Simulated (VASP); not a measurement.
The input files of a VASP run:

### KPOINTS
```
Regular mesh
0
Gamma
7 5 1
0 0 0
```

### INCAR
```
NELM  =  100   # most electronic steps
ISMEAR  =  1   # Methfessel-Paxton
LWAVE  =  .FALSE.
LMAXMIX  =  4   # l cut-off of mixed one-centre charges
ALGO  =  Normal
SIGMA  =  0.2
LASPH  =  .TRUE.
ISIF  =  2
EDIFF  =  1E-6   # SCF stop (eV)
PREC  =  Accurate
LREAL  =  Auto   # projection in real space or not
GGA  =  PE   # PBE
ENCUT  =  400
LCHARG  =  .FALSE.
SYSTEM  =  NbN
```

File POSCAR:
```
NbN
1
    4.4079450000     0.0000000000     0.0000000000
    0.0000000000     6.2337760000     0.0000000000
    0.0000000000     0.0000000000    17.8710000000
Nb N
12 12
Direct
  0.0000000000   0.8750000000   0.2797830000
  0.5000000000   0.1250000000   0.3678700000
  0.5000000000   0.6250000000   0.3678700000
  0.0000000000   0.3750000000   0.2797830000
  0.0000000000   0.3750000000   0.4559570000
  0.5000000000   0.6250000000   0.5440430000
  0.5000000000   0.1250000000   0.5440430000
  0.0000000000   0.8750000000   0.4559570000
  0.0000000000   0.8750000000   0.6321300000
  0.5000000000   0.1250000000   0.7202170000
  0.5000000000   0.6250000000   0.7202170000
  0.0000000000   0.3750000000   0.6321300000
  0.0000000000   0.6250000000   0.3678700000
  0.5000000000   0.3750000000   0.2797830000
  0.5000000000   0.8750000000   0.2797830000
  0.0000000000   0.1250000000   0.3678700000
  0.0000000000   0.1250000000   0.5440430000
  0.5000000000   0.8750000000   0.4559570000
  0.5000000000   0.3750000000   0.4559570000
  0.0000000000   0.6250000000   0.5440430000
  0.0000000000   0.6250000000   0.7202170000
  0.5000000000   0.3750000000   0.6321300000
  0.5000000000   0.8750000000   0.6321300000
  0.0000000000   0.1250000000   0.7202170000
```

POTCAR, in this order: Nb_sv N (PBE.64 set). Program: vasp_std.

Question: Write an equivalent input for Quantum ESPRESSO's pw.x.

Answer: One equivalent input (not run):
```
&CONTROL
  calculation = 'scf'
  pseudo_dir = './pseudo'
  outdir = './out'
  tprnfor = .true.
  tstress = .true.
/
&SYSTEM
  ibrav = 0
  nat = 24
  ntyp = 2
  ecutwfc = 84
  occupations = 'smearing'
  smearing = 'methfessel-paxton'
  degauss = 0.0147
  input_dft = 'pbe'
/
&ELECTRONS
  conv_thr = 7.3e-08
  electron_maxstep = 100
/
ATOMIC_SPECIES
  Nb 92.906 Nb.upf
  N 14.007 N.upf
CELL_PARAMETERS angstrom
     4.4079450    0.0000000    0.0000000
     0.0000000    6.2337760    0.0000000
     0.0000000    0.0000000   17.8710000
ATOMIC_POSITIONS crystal
  Nb   0.0000000  0.8750000  0.2797830
  Nb   0.5000000  0.1250000  0.3678700
  Nb   0.5000000  0.6250000  0.3678700
  Nb   0.0000000  0.3750000  0.2797830
  Nb   0.0000000  0.3750000  0.4559570
  Nb   0.5000000  0.6250000  0.5440430
  Nb   0.5000000  0.1250000  0.5440430
  Nb   0.0000000  0.8750000  0.4559570
  Nb   0.0000000  0.8750000  0.6321300
  Nb   0.5000000  0.1250000  0.7202170
  Nb   0.5000000  0.6250000  0.7202170
  Nb   0.0000000  0.3750000  0.6321300
  N    0.0000000  0.6250000  0.3678700
  N    0.5000000  0.3750000  0.2797830
  N    0.5000000  0.8750000  0.2797830
  N    0.0000000  0.1250000  0.3678700
  N    0.0000000  0.1250000  0.5440430
  N    0.5000000  0.8750000  0.4559570
  N    0.5000000  0.3750000  0.4559570
  N    0.0000000  0.6250000  0.5440430
  N    0.0000000  0.6250000  0.7202170
  N    0.5000000  0.3750000  0.6321300
  N    0.5000000  0.8750000  0.6321300
  N    0.0000000  0.1250000  0.7202170
K_POINTS automatic
  7 5 1 0 0 0
```
The two are equivalent in intent, not identical: the potentials are each code's own (VASP's PAW set, PseudoDojo norm-conserving files in pw.x), so ENCUT and ecutwfc are chosen apart and not converted; conv_thr bounds pw.x's estimated SCF error, while EDIFF bounds the energy change between steps.

The cell is a sheet with vacuum, built from a database entry that may be metastable or hypothetical.
